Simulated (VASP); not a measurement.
OSZICAR of a VASP run on GeRh (space group P2_13):

OSZICAR:
```
       N       E                     dE             d eps       ncg     rms          rms(c)
DAV:   1     0.151826090556E+04    0.15183E+04   -0.49151E+04  4554   0.396E+03
DAV:   2     0.883622000164E+02   -0.14299E+04   -0.13871E+04  3312   0.106E+03
DAV:   3    -0.161838599294E+03   -0.25020E+03   -0.24064E+03  3420   0.262E+02
DAV:   4    -0.179475089472E+03   -0.17636E+02   -0.17197E+02  3888   0.756E+01
DAV:   5    -0.180002662664E+03   -0.52757E+00   -0.52606E+00  3673   0.141E+01    0.248E+01
DAV:   6    -0.161115620104E+03    0.18887E+02   -0.21525E+01  3467   0.290E+01    0.708E+00
DAV:   7    -0.155383314589E+03    0.57323E+01   -0.28508E+00  3834   0.108E+01    0.457E+00
DAV:   8    -0.155791871916E+03   -0.40856E+00   -0.54137E-01  3736   0.325E+00    0.229E+00
DAV:   9    -0.155875509842E+03   -0.83638E-01   -0.15776E-01  3560   0.207E+00    0.467E-01
DAV:  10    -0.155968829502E+03   -0.93320E-01   -0.95076E-02  3438   0.134E+00    0.313E-01
DAV:  11    -0.155973262250E+03   -0.44327E-02   -0.48849E-03  3542   0.383E-01    0.224E-01
DAV:  12    -0.155971726549E+03    0.15357E-02   -0.44051E-03  3422   0.396E-01    0.729E-02
DAV:  13    -0.155974898406E+03   -0.31719E-02   -0.12139E-03  3412   0.201E-01    0.345E-02
DAV:  14    -0.155974792656E+03    0.10575E-03   -0.44160E-04  3437   0.103E-01    0.746E-03
DAV:  15    -0.155975098377E+03   -0.30572E-03   -0.41981E-04  3332   0.106E-01    0.543E-03
DAV:  16    -0.155975148497E+03   -0.50120E-04   -0.21763E-05  3053   0.253E-02    0.172E-03
DAV:  17    -0.155975147631E+03    0.86640E-06   -0.16576E-06  2650   0.758E-03
   1 F= -.15597515E+03 E0= -.15597530E+03  d E =-.155975E+03
       N       E                     dE             d eps       ncg     rms          rms(c)
DAV:   1    -0.156013573109E+03   -0.38425E-01   -0.66808E-01  4014   0.708E+00    0.145E+00
DAV:   2    -0.155981673675E+03    0.31899E-01   -0.16903E-01  3412   0.251E+00    0.491E-01
DAV:   3    -0.155976029068E+03    0.56446E-02   -0.12840E-02  3615   0.951E-01    0.243E-01
DAV:   4    -0.155974248496E+03    0.17806E-02   -0.57004E-03  4168   0.520E-01    0.722E-02
DAV:   5    -0.155974651618E+03   -0.40312E-03   -0.73815E-04  3719   0.184E-01    0.576E-02
DAV:   6    -0.155974600218E+03    0.51400E-04   -0.11317E-04  4103   0.931E-02    0.263E-02
DAV:   7    -0.155974661255E+03   -0.61037E-04   -0.61047E-05  3473   0.490E-02    0.516E-03
DAV:   8    -0.155974664568E+03   -0.33130E-05   -0.14169E-05  3367   0.244E-02    0.324E-03
DAV:   9    -0.155974668651E+03   -0.40834E-05   -0.25877E-06  2584   0.774E-03    0.998E-04
DAV:  10    -0.155974669521E+03   -0.87007E-06   -0.27004E-07  1702   0.259E-03
   2 F= -.15597467E+03 E0= -.15597483E+03  d E =0.478109E-03
       N       E                     dE             d eps       ncg     rms          rms(c)
DAV:   1    -0.155991672375E+03   -0.17004E-01   -0.28128E-01  4006   0.457E+00    0.952E-01
DAV:   2    -0.155978268672E+03    0.13404E-01   -0.70467E-02  3407   0.163E+00    0.318E-01
DAV:   3    -0.155975942095E+03    0.23266E-02   -0.53202E-03  3647   0.617E-01    0.156E-01
DAV:   4    -0.155975238069E+03    0.70403E-03   -0.23681E-03  4173   0.335E-01    0.480E-02
DAV:   5    -0.155975397072E+03   -0.15900E-03   -0.30597E-04  3679   0.119E-01    0.382E-02
DAV:   6    -0.155975347912E+03    0.49161E-04   -0.45320E-05  4082   0.576E-02    0.179E-02
DAV:   7    -0.155975357597E+03   -0.96854E-05   -0.27646E-05  3497   0.332E-02    0.338E-03
DAV:   8    -0.155975358031E+03   -0.43368E-06   -0.58789E-06  2674   0.152E-02
   3 F= -.15597536E+03 E0= -.15597551E+03  d E =-.210400E-03
```

Task: Which electronic solver shows in the log?

Result: It is blocked Davidson (ALGO = Normal, or the opening steps of other solvers). The INCAR had ALGO = Normal.

Task: Can the final energy be trusted as converged?

Result: Self-consistency was reached. It stopped with EDIFF = 1E-6, NELM = 100, NSW = 60 and EDIFFG = -0.02 after 3 ionic steps (r2SCAN meta-GGA, plane waves, VASP's PBE PAW potentials (set 64)).

The structure comes from a computed database's GeRh entry (P2_13); how it stands against other phases isn't given here. This run relaxes it. Symmetry was kept, so distortions that lower it aren't found. The start is the result of an earlier pass.
